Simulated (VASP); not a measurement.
Here is the system:

```
KMgF3
1.0
    4.10457     0.00000     0.00000
    0.00000     4.10457     0.00000
    0.00000     0.00000     4.10457
K Mg F
1 1 3
Cartesian
  0.00000   0.00000   0.00000
  2.05229   2.05229   2.05229
  2.05229   0.00000   2.05229
  0.00000   2.05229   2.05229
  2.05229   2.05229   0.00000
```

These are PBE GGA with D4 dispersion, VASP's PBE PAW potentials (set 64) (plane waves; VASP 6.6.1) values and carry that method's errors. Numerical set-up: 520 eV cut-off, 6×6×6 Γ-centred mesh, Gaussian smearing of 0.050 eV, potentials K_sv Mg F.

### Question
Give the stress tensor in GPa (positive for a compressed cell).

### Answer

```
-3.57   0.00   0.00
 0.00  -3.57   0.00
 0.00   0.00  -3.57
```
The pressure is its mean diagonal, -3.57 GPa.

The compound is KMgF3 in the cubic perovskite structure. This cell is one point of a volume scan, at 1.06 of the reference volume.
